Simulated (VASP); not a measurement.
An input for Quantum ESPRESSO's pw.x (written as the equivalent of a VASP run, and not itself run):

```
&CONTROL
  calculation = 'scf'
  pseudo_dir = './pseudo'
  outdir = './out'
  tprnfor = .true.
  tstress = .true.
/
&SYSTEM
  ibrav = 0
  nat = 4
  ntyp = 1
  ecutwfc = 84
  occupations = 'smearing'
  smearing = 'fermi-dirac'
  degauss = 0.003675
  input_dft = 'pbesol'
/
&ELECTRONS
  conv_thr = 7.3e-08
  electron_maxstep = 100
/
ATOMIC_SPECIES
  Mg 24.305 Mg.upf
CELL_PARAMETERS angstrom
     3.1768300    0.0000000    0.0000000
    -1.5884150    2.7512150    0.0000000
     0.0000000    0.0000000   10.3188600
ATOMIC_POSITIONS crystal
  Mg  -0.0211190 -0.0263280 -0.0053080
  Mg  -0.0026090 -0.0093500  0.5008500
  Mg   0.3421450  0.6848170  0.2540180
  Mg   0.6815830  0.3508600  0.7504400
K_POINTS automatic
  7 7 2 0 0 0
```

Q: Write the VASP files for the same calculation (PBEsol).

A: Several could match; the one computed here: 
### INCAR
```
GGA=PS   ! PBEsol
ISMEAR=-1   ! Fermi-Dirac
SIGMA=0.05   ! width (eV)
SYSTEM=Mg
PREC=Accurate
ALGO=Normal   ! blocked Davidson
ISIF=2
NELM=100
EDIFF=1E-6
LREAL=F   ! projection in real space or not
ENCUT=300
LASPH=T
LCHARG=F
LWAVE=F
```

KPOINTS:
```
Automatic mesh
0
Gamma
7 7 2
0 0 0
```

**POSCAR**
```
Mg
1
    3.1768300000     0.0000000000     0.0000000000
   -1.5884150000     2.7512150000     0.0000000000
    0.0000000000     0.0000000000    10.3188600000
Mg
4
Direct
 -0.0211190000  -0.0263280000  -0.0053080000
 -0.0026090000  -0.0093500000   0.5008500000
  0.3421450000   0.6848170000   0.2540180000
  0.6815830000   0.3508600000   0.7504400000
```

POTCAR, in this order: Mg (PBE.64 set). Program: vasp_std.

What does not carry over: the potentials are each code's own (VASP's PAW set, PseudoDojo norm-conserving files in pw.x), so ENCUT and ecutwfc are chosen apart and not converted; conv_thr bounds pw.x's estimated SCF error, while EDIFF bounds the energy change between steps.

The structure comes from a computed database's Mg entry; how it stands against other phases isn't given here. The cell was not relaxed at this level, atoms are displaced from their ideal sites. The k-mesh is coarse (spacing up to 0.33 per Å, 2π included), so the numbers may not be converged in it. The run is one of a series of settings (GGA = PS against the base run), some of them coarse on purpose.
